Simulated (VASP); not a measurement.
Here is the system:

```
TiTe2
1.0
    3.84387     0.00000     0.00000
   -1.92194     3.32889     0.00000
    0.00000     0.00000    17.17063
Ti Te
1 2
Direct
  0.00000   0.00000   0.50000
  0.33333   0.66667   0.59233
  0.66667   0.33333   0.40767
```

The numbers are results of PBE GGA with spin-orbit coupling, VASP's PBE PAW potentials (set 64) (plane waves; VASP), not measurements. Run with 300 eV cut-off, 5×5×1 Γ-centred mesh, Gaussian smearing of 0.20 eV, potentials Ti_sv Te.

The cell holds a wide vacuum, so values per volume refer to the whole cell.

### Question
Give the energies of bands 17 to 30 at the high-symmetry points, in eV from the Fermi level.

### Answer

```
band      Γ      M      K
----  -----  -----  -----
17    -1.89  -2.30  -3.59
18    -1.89  -2.30  -3.59
19    -1.05  -1.94  -2.52
20    -1.05  -1.94  -2.52
21     0.27  -1.70  -1.83
22     0.27  -1.70  -1.83
23     0.27  -0.96  -1.76
24     0.27  -0.96  -1.76
25     0.56   0.04   0.72
26     0.56   0.04   0.72
27     0.74   0.97   1.17
28     0.74   0.97   1.17
29     1.17   1.23   1.23
30     1.17   1.23   1.23
```

It has no gap at this level: it comes out as a metal or semimetal.

The cell is a sheet with vacuum, built from a generated structure.
